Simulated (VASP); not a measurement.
Input:

```xyz
2
Lattice="0.0000 2.6134 2.6134 2.6134 0.0000 2.6134 2.6134 2.6134 0.0000" Properties=species:S:1:pos:R:3 pbc="T T T"
Be     0.0000     0.0000     0.0000
Se     1.3067     1.3067     1.3067
```

Calculation: RPBE GGA, VASP's PBE PAW potentials (set 64) (plane waves; VASP 6.6.1). Run with 520 eV cut-off, Gaussian smearing of 0.050 eV, potentials Be Se.

Task: What does the run give for the band gap (along the path) with the smallest direct gap where there is one?

Result: 
```yaml
band gap (along the path): 2.84 eV
smallest direct gap (along the path): 4.15 eV
```

The compound is BeSe in the zinc blende structure. It was relaxed first, which changed the volume by +5 %.
